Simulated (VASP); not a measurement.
# Relaxed cell of Mo: a test of cutoff and mesh

How far does the relaxed cell of Mo depend on cutoff and k mesh? The starting structure is a measured crystal structure from the Crystallography Open Database. The first relaxation on each setting starts from this cell expanded by 3 % in volume.

Method: Kohn-Sham DFT with plane waves and PAW; PBEsol, in VASP 6.6.1.

**1. Set-up**

It takes space group Im-3m (No. 229, cubic). The conventional cell has a = 3.146 Å, b = 3.146 Å, c = 3.146 Å, α = 90.00°, β = 90.00°, γ = 90.00°. Nearest to Mo lie 8 Mo at 2.72 Å.

**2. Reference relaxation**

This run starts from the cell of an earlier relaxation, which isn't shown; the restart sets up the plane waves anew.

Contents of INCAR:

```
SYSTEM = Mo
PREC = Accurate
ENCUT = 450
EDIFF = 1E-06
NELM = 100
ISMEAR = 1
SIGMA = 0.15
LREAL = .FALSE.
ALGO = Normal
GGA = PS
NBANDS = 13
LASPH = .TRUE.
LORBIT = 11
LWAVE = .FALSE.
LCHARG = .FALSE.
KPAR = 4
IBRION = 2
NSW = 50
ISIF = 3
EDIFFG = -0.006
```

Contents of POSCAR:

```
Mo
1.0
   -1.5659567346      1.5659567346      1.5659567346
    1.5659567346     -1.5659567346      1.5659567346
    1.5659567346      1.5659567346     -1.5659567346
Mo
1
Direct
    0.0000000000      0.0000000000      0.0000000000
```

Contents of KPOINTS:

```
Automatic mesh
0
Gamma
20 20 20
0 0 0
```

The projector-augmented-wave data sets are Mo_sv (PBE family, release 64).

On the command line:

```sh
mpirun -np 4 vasp_std
```

What it wrote:

```text
[banner, memory and clock lines left out]
running    4 mpi-ranks, on    1 nodes
 distrk:  each k-point on    1 cores,    4 groups
 distr:  one band on    1 cores,    1 groups

 POSCAR found type information on POSCAR Mo
 POSCAR found :  1 types and       1 ions
|                                                                             |
|               ----> ADVICE to this user running VASP <----                  |
|                                                                             |
|     You enforced a specific xc type in the INCAR file but a different       |
|     [... a line on the potential file left out ...]
|     I HOPE YOU KNOW WHAT YOU ARE DOING!                                     |
|                                                                             |

 LDA part: xc-table for (Slater+PW92), standard interpolation
 POSCAR, INCAR and KPOINTS ok, starting setup
 FFT: planning ... GRIDC
 FFT: planning ... GRID_SOFT
 FFT: planning ... GRID
 WAVECAR not read
 entering main loop
       N       E                     dE             d eps       ncg     rms          rms(c)
DAV:   1     0.809738838300E+02    0.80974E+02   -0.74551E+03  6772   0.999E+02
DAV:   2    -0.115650364288E+02   -0.92539E+02   -0.89150E+02  7571   0.291E+02
DAV:   3    -0.125333239372E+02   -0.96829E+00   -0.96520E+00  7486   0.297E+01
DAV:   4    -0.125354753674E+02   -0.21514E-02   -0.21512E-02  7491   0.168E+00
DAV:   5    -0.125354878273E+02   -0.12460E-04   -0.12461E-04  7556   0.114E-01    0.165E+01
DAV:   6    -0.118802546250E+02    0.65523E+00   -0.77898E-01  6836   0.108E+01    0.448E+00
DAV:   7    -0.117856381266E+02    0.94616E-01   -0.15004E-01  7396   0.450E+00    0.955E-01
DAV:   8    -0.117795966267E+02    0.60415E-02   -0.40032E-03  6906   0.799E-01    0.210E-01
DAV:   9    -0.117796124445E+02   -0.15818E-04   -0.85768E-05  7844   0.111E-01    0.880E-02
DAV:  10    -0.117796186934E+02   -0.62489E-05   -0.84319E-06  6931   0.333E-02    0.355E-03
DAV:  11    -0.117796188782E+02   -0.18474E-06   -0.68453E-08  3728   0.287E-03
   1 F= -.11779619E+02 E0= -.11779452E+02  d E =-.117796E+02
 curvature:   0.00 expect dE= 0.000E+00 dE for cont linesearch  0.000E+00
 trial: gam= 0.00000 g(F)=  0.243E-62 g(S)=  0.113E-04 ort = 0.000E+00 (trialstep = 0.100E+01)
 search vector abs. value=  0.113E-04
 bond charge predicted
       N       E                     dE             d eps       ncg     rms          rms(c)
DAV:   1    -0.117798927368E+02   -0.27404E-03   -0.59869E-03  6751   0.103E+00    0.196E-01
DAV:   2    -0.117796246434E+02    0.26809E-03   -0.41106E-04  6696   0.255E-01    0.327E-02
DAV:   3    -0.117796050153E+02    0.19628E-04   -0.61069E-05  7001   0.966E-02    0.295E-02
DAV:   4    -0.117796084150E+02   -0.33997E-05   -0.15350E-06  5986   0.129E-02    0.114E-03
DAV:   5    -0.117796084364E+02   -0.21421E-07   -0.11525E-07  3398   0.420E-03
   2 F= -.11779608E+02 E0= -.11779440E+02  d E =0.104418E-04
 trial-energy change:    0.000010  1 .order    0.000011   -0.000011    0.000033
 step:   0.2555(harm=  0.2555)  dis= 0.00000  next Energy=   -11.779620 (dE=-0.144E-05)
 bond charge predicted
       N       E                     dE             d eps       ncg     rms          rms(c)
DAV:   1    -0.117797785375E+02   -0.17012E-03   -0.33169E-03  6756   0.764E-01    0.145E-01
DAV:   2    -0.117796318869E+02    0.14665E-03   -0.22890E-04  6696   0.190E-01    0.243E-02
DAV:   3    -0.117796205879E+02    0.11299E-04   -0.33684E-05  6966   0.717E-02    0.218E-02
DAV:   4    -0.117796203889E+02    0.19905E-06   -0.84225E-07  5272   0.963E-03
   3 F= -.11779620E+02 E0= -.11779453E+02  d E =-.151073E-05
 curvature:  -0.13 expect dE=-0.228E-06 dE for cont linesearch -0.228E-06
 trial: gam= 0.00000 g(F)=  0.233E-61 g(S)=  0.179E-05 ort =-0.449E-05 (trialstep = 0.851E+00)
 search vector abs. value=  0.179E-05
 reached required accuracy - stopping structural energy minimisation
```

It took 8.8 s on 4 MPI ranks of Intel Xeon 6975P-C (Granite Rapids), shared host; peak memory 0.59 GiB.

Lines that name or quote the potential files are left out of all logs, and their timing lines are given in words.

From OUTCAR (step 2):

```text
ion  position               nearest neighbor table
   1  0.000  0.000  0.000-

  LATTYP: Found a body centered cubic cell.
 ALAT       =     3.1319134692

 Subroutine GETGRP returns: Found 48 space group operations
 (whereof 48 operations were pure point group operations)

The static configuration has the point symmetry O_h .

 Found    256 irreducible k-points:

   k-points           NKPTS =    256   k-points in BZ     NKDIM =    256   number of bands    NBANDS=     13

   dimension x,y,z NGX =    20 NGY =   20 NGZ =   20
   dimension x,y,z NGXF=    40 NGYF=   40 NGZF=   40

   ENCUT  =  450.0 eV  33.07 Ry    5.75 a.u.   4.69  4.69  4.69*2*pi/ulx,y,z

   NELECT =      14.0000    total number of electrons

 k-points in reciprocal lattice and weights: Automatic mesh
   0.00000000  0.00000000  0.00000000       0.000
   0.05000000  0.00000000  0.00000000       0.002
   0.10000000  0.00000000  0.00000000       0.002
   0.15000000  0.00000000  0.00000000       0.002
   0.20000000  0.00000000  0.00000000       0.002
   0.25000000  0.00000000  0.00000000       0.002
   0.30000000  0.00000000  0.00000000       0.002
   0.35000000  0.00000000  0.00000000       0.002
   0.40000000  0.00000000  0.00000000       0.002
[...]
0.50000000  0.50000000  0.45000000       0.002
   0.50000000  0.50000000  0.50000000       0.000

 average (electrostatic) potential at core
       1 -68.7449

 E-fermi :  12.7719

 k-point     1 :       0.0000    0.0000    0.0000
  band No.  band energies     occupation
    ...
      4     -21.6902      2.00000
      5       5.4103      2.00000
      6      11.3505      2.00000
      7      11.3505      2.00000
      8      11.3505      2.00000
      9      14.4319     -0.00000
     10      14.4319     -0.00000
     11      27.5889      0.00000
     12      27.5889      0.00000
     13      27.5889      0.00000

 k-point     2 :       0.0500    0.0000    0.0000
  band No.  band energies     occupation
    ...
      4     -21.6906      2.00000
      5       5.5243      2.00000
      6      11.2853      2.00000
      7      11.3404      2.00000
      8      11.4575      2.00000
      9      14.3327     -0.00000
     10      14.4332     -0.00000
     11      27.6772      0.00000
     12      27.7810      0.00000
     13      27.8240      0.00000

 k-point     3 :       0.1000    0.0000    0.0000
  band No.  band energies     occupation
    ...
      4     -21.6916      2.00000
      5       5.8527      2.00000
      6      11.1016      2.00000
      7      11.2971      2.00000
      8      11.7748      2.00000
      9      14.1011     -0.00000
     10      14.4409     -0.00000
     11      27.9015      0.00000
     12      28.3436      0.00000
     13      28.4350      0.00000

  Total        0.0035141      0.0035141      0.0035141      0.0000000     -0.0000000     -0.0000000
  in kB        0.3666584      0.3666584      0.3666584      0.0000000     -0.0000000     -0.0000000
  external PRESSURE =       0.3666584 kB  Pullay stress =       0.0000000 kB

  energy-cutoff  :      450.00
  volume of cell :       15.36
      direct lattice vectors                 reciprocal lattice vectors
    -1.565786247  1.565786247  1.565786247     0.000000000  0.319328389  0.319328389
     1.565786247 -1.565786247  1.565786247     0.319328389  0.000000000  0.319328389
     1.565786247  1.565786247 -1.565786247     0.319328389  0.319328389  0.000000000

 POSITION                                       TOTAL-FORCE (eV/Angst)
 -----------------------------------------------------------------------------------
      0.00000      0.00000      0.00000         0.000000     -0.000000     -0.000000
 -----------------------------------------------------------------------------------
    total drift:                                0.000000     -0.000000      0.000000

  FREE ENERGIE OF THE ION-ELECTRON SYSTEM (eV)
  ---------------------------------------------------
  free  energy   TOTEN  =       -11.7796203889 eV

  energy  without entropy=      -11.7791192700  energy(sigma->0) =      -11.77945335

 reached required accuracy - stopping structural energy minimisation

 total charge
# of ion       s       p       d       tot
------------------------------------------
    1        2.391   6.214   3.940  12.544

[... 3 further parts left out ...]
```

The PAW data sets were made with PBE, which is usual practice but a small mismatch for other functionals. The run keeps the 48 symmetry operations of its start, so it cannot find a distortion of lower symmetry.

The reference relaxation ends at 15.355 Å³ an atom.

**3. Relaxation with a cutoff of 240 eV**

Against step 2 the input has ENCUT = 240. This run starts from the cell of an earlier relaxation, which isn't shown; the restart sets up the plane waves anew.

Changes to INCAR since step 2:

```diff
@@ -2,3 +2,3 @@
 PREC = Accurate
-ENCUT = 450
+ENCUT = 240
 EDIFF = 1E-06
```

Contents of POSCAR:

```
Mo
1.0
   -1.5561941584      1.5561941584      1.5561941584
    1.5561941584     -1.5561941584      1.5561941584
    1.5561941584      1.5561941584     -1.5561941584
Mo
1
Direct
    0.0000000000      0.0000000000      0.0000000000
```

KPOINTS is that of step 2.

On the command line:

```sh
mpirun -np 4 vasp_std
```

What it wrote:

```text
[banner, memory and clock lines left out]
running    4 mpi-ranks, on    1 nodes
[...]
[... a notice as in an earlier step ...]

 LDA part: xc-table for (Slater+PW92), standard interpolation
 POSCAR, INCAR and KPOINTS ok, starting setup
[...]
entering main loop
       N       E                     dE             d eps       ncg     rms          rms(c)
DAV:   1     0.393887115564E+02    0.39389E+02   -0.52569E+03  7223   0.632E+02
DAV:   2    -0.121202879022E+02   -0.51509E+02   -0.49763E+02  7656   0.201E+02
DAV:   3    -0.125008030155E+02   -0.38052E+00   -0.38022E+00  7376   0.166E+01
DAV:   4    -0.125012403492E+02   -0.43733E-03   -0.43733E-03  7416   0.666E-01
[...]
DAV:   9    -0.117593707995E+02   -0.14480E-04   -0.59673E-05  7671   0.907E-02    0.737E-02
DAV:  10    -0.117593800973E+02   -0.92978E-05   -0.36008E-06  7011   0.200E-02    0.444E-03
DAV:  11    -0.117593800285E+02    0.68804E-07   -0.19140E-07  3538   0.529E-03
   1 F= -.11759380E+02 E0= -.11759182E+02  d E =-.117594E+02
[... from here on, the cycles between the ionic steps are left out ...]
   2 F= -.11696272E+02 E0= -.11696103E+02  d E =0.631079E-01
   3 F= -.11762621E+02 E0= -.11762417E+02  d E =-.324135E-02
   4 F= -.11762624E+02 E0= -.11762420E+02  d E =-.324401E-02
[...]
reached required accuracy - stopping structural energy minimisation
```

The job ended after 5 s (4 MPI ranks; peak memory 0.43 GiB; 18 s of CPU time).

Parts of OUTCAR (step 3):

```text
  Total        0.0016051      0.0016051      0.0016051     -0.0000000      0.0000000      0.0000000
  in kB        0.1728512      0.1728512      0.1728512     -0.0000000      0.0000000      0.0000000
  external PRESSURE =       0.1728512 kB  Pullay stress =       0.0000000 kB

 POSITION                                       TOTAL-FORCE (eV/Angst)
 -----------------------------------------------------------------------------------
      3.09879      0.00000      0.00000        -0.000000     -0.000000     -0.000000
 -----------------------------------------------------------------------------------
    total drift:                                0.000000     -0.000000     -0.000000

  FREE ENERGIE OF THE ION-ELECTRON SYSTEM (eV)
  ---------------------------------------------------
  free  energy   TOTEN  =       -11.7626240352 eV

  energy  without entropy=      -11.7620113193  energy(sigma->0) =      -11.76241980

[... 2 parts as in an earlier step ...]

[... 2 further parts left out ...]
[key lines of the parts left out:]
E-fermi :  13.3074
```

With a cutoff of 240 eV the cell ends at 14.878 Å³ an atom, -3.11 % from the reference, and since the restart alone still moved it by -1.3 % it may not have settled.

**4. Relaxation with an 11×11×11 mesh**

Against step 2 the input has an 11×11×11 mesh. This run starts from the cell of an earlier relaxation, which isn't shown; the restart sets up the plane waves anew.

Changes to INCAR since step 3:

```diff
@@ -2,3 +2,3 @@
 PREC = Accurate
-ENCUT = 240
+ENCUT = 450
 EDIFF = 1E-06
```

Contents of POSCAR:

```
Mo
1.0
   -1.5660754104      1.5660754104      1.5660754104
    1.5660754104     -1.5660754104      1.5660754104
    1.5660754104      1.5660754104     -1.5660754104
Mo
1
Direct
    0.0000000000      0.0000000000      0.0000000000
```

Contents of KPOINTS:

```
Automatic mesh
0
Gamma
11 11 11
0 0 0
```

On the command line:

```sh
mpirun -np 4 vasp_std
```

What it wrote:

```text
[... set-up lines as in an earlier step ...]
 entering main loop
       N       E                     dE             d eps       ncg     rms          rms(c)
DAV:   1     0.823217766330E+02    0.82322E+02   -0.73940E+03  1477   0.995E+02
DAV:   2    -0.115335723182E+02   -0.93855E+02   -0.90116E+02  1626   0.292E+02
DAV:   3    -0.125098366446E+02   -0.97626E+00   -0.97406E+00  1651   0.299E+01
DAV:   4    -0.125119227002E+02   -0.20861E-02   -0.20860E-02  1631   0.168E+00
[...]
DAV:   9    -0.117527579055E+02    0.36014E-03   -0.32670E-04  1631   0.214E-01    0.564E-02
DAV:  10    -0.117527596322E+02   -0.17267E-05   -0.16443E-05  1546   0.482E-02    0.270E-03
DAV:  11    -0.117527600201E+02   -0.38790E-06   -0.17379E-07   883   0.537E-03
   1 F= -.11752760E+02 E0= -.11751797E+02  d E =-.117528E+02
[...]
N       E                     dE             d eps       ncg     rms          rms(c)
DAV:   1    -0.117537708566E+02   -0.10112E-02   -0.21685E-02  1486   0.195E+00    0.375E-01
DAV:   2    -0.117527671492E+02    0.10037E-02   -0.15692E-03  1476   0.497E-01    0.581E-02
DAV:   3    -0.117527110830E+02    0.56066E-04   -0.17981E-04  1551   0.165E-01    0.523E-02
DAV:   4    -0.117527203256E+02   -0.92426E-05   -0.65604E-06  1496   0.257E-02    0.179E-03
DAV:   5    -0.117527204239E+02   -0.98370E-07   -0.24813E-07   793   0.626E-03
   2 F= -.11752720E+02 E0= -.11751778E+02  d E =0.395962E-04
 trial-energy change:    0.000040  1 .order    0.000038   -0.000041    0.000117
 step:   0.2590(harm=  0.2590)  dis= 0.00000  next Energy=   -11.752765 (dE=-0.529E-05)
[...]
N       E                     dE             d eps       ncg     rms          rms(c)
DAV:   1    -0.117533428312E+02   -0.62251E-03   -0.11932E-02  1486   0.145E+00    0.275E-01
DAV:   2    -0.117527942551E+02    0.54858E-03   -0.87029E-04  1476   0.369E-01    0.431E-02
DAV:   3    -0.117527628471E+02    0.31408E-04   -0.97890E-05  1541   0.122E-01    0.379E-02
DAV:   4    -0.117527645639E+02   -0.17167E-05   -0.36356E-06  1483   0.191E-02    0.124E-03
DAV:   5    -0.117527645034E+02    0.60450E-07   -0.12327E-07   743   0.441E-03
   3 F= -.11752765E+02 E0= -.11751806E+02  d E =-.448333E-05
[...]
reached required accuracy - stopping structural energy minimisation
```

Elapsed: 3.8 s, on 4 MPI ranks; peak memory 0.51 GiB.

Parts of OUTCAR (step 4):

```text
  Total        0.0015293      0.0015293      0.0015293      0.0000000     -0.0000000      0.0000000
  in kB        0.1595842      0.1595842      0.1595842      0.0000000     -0.0000000      0.0000000
  external PRESSURE =       0.1595842 kB  Pullay stress =       0.0000000 kB

 POSITION                                       TOTAL-FORCE (eV/Angst)
 -----------------------------------------------------------------------------------
      0.00000      0.00000      0.00000        -0.000000      0.000000     -0.000000
 -----------------------------------------------------------------------------------
    total drift:                                0.000000      0.000000      0.000000

  FREE ENERGIE OF THE ION-ELECTRON SYSTEM (eV)
  ---------------------------------------------------
  free  energy   TOTEN  =       -11.7527645034 eV

  energy  without entropy=      -11.7498902675  energy(sigma->0) =      -11.75180642

[... 1 part as in an earlier step ...]

[... 3 further parts left out ...]
[key lines of the parts left out:]
E-fermi :  12.6646
```

With an 11×11×11 mesh the cell ends at 15.354 Å³ an atom, -0.01 % from the reference.

**5. Relaxation with a cutoff of 600 eV**

Against step 2 the input has ENCUT = 600. This run starts from the cell of an earlier relaxation, which isn't shown; the restart sets up the plane waves anew.

Changes to INCAR since step 4:

```diff
@@ -2,3 +2,3 @@
 PREC = Accurate
-ENCUT = 450
+ENCUT = 600
 EDIFF = 1E-06
```

Contents of POSCAR:

```
Mo
1.0
   -1.5658986637      1.5658986637      1.5658986637
    1.5658986637     -1.5658986637      1.5658986637
    1.5658986637      1.5658986637     -1.5658986637
Mo
1
Direct
    0.0000000000      0.0000000000      0.0000000000
```

Contents of KPOINTS:

```
Automatic mesh
0
Gamma
20 20 20
0 0 0
```

On the command line:

```sh
mpirun -np 4 vasp_std
```

What it wrote:

```text
[... set-up lines as in an earlier step ...]
 entering main loop
       N       E                     dE             d eps       ncg     rms          rms(c)
DAV:   1     0.101751303449E+03    0.10175E+03   -0.87153E+03  6677   0.123E+03
DAV:   2    -0.112046785606E+02   -0.11296E+03   -0.10859E+03  7711   0.332E+02
DAV:   3    -0.125333509317E+02   -0.13287E+01   -0.13253E+01  7301   0.358E+01
DAV:   4    -0.125363510391E+02   -0.30001E-02   -0.30001E-02  7571   0.207E+00
[...]
DAV:   9    -0.117799565005E+02   -0.18307E-04   -0.89455E-05  7866   0.115E-01    0.887E-02
DAV:  10    -0.117799640495E+02   -0.75489E-05   -0.88410E-06  6931   0.349E-02    0.351E-03
DAV:  11    -0.117799641427E+02   -0.93223E-07   -0.75169E-08  3718   0.318E-03
   1 F= -.11779964E+02 E0= -.11779798E+02  d E =-.117800E+02
[...]
reached required accuracy - stopping structural energy minimisation
```

Run time: 5.6 s. Hardware: 4 MPI ranks; peak memory 0.68 GiB; 20 s of CPU time.

(Part 1 of 2 ends here.)

[Lines on the potential files, build, host, timing and source positions are cut from VASP's logs without a mark.]

[Logs are printed without paths, hosts, clocks, repeated set-up lines and the standing remarks that a program may print on its own settings, such as how far it seeks lower states.]

[Hosts, paths, dates, database ids (printed as entryN), source tags and the programs' standing remarks are cut or masked in the printed files.]
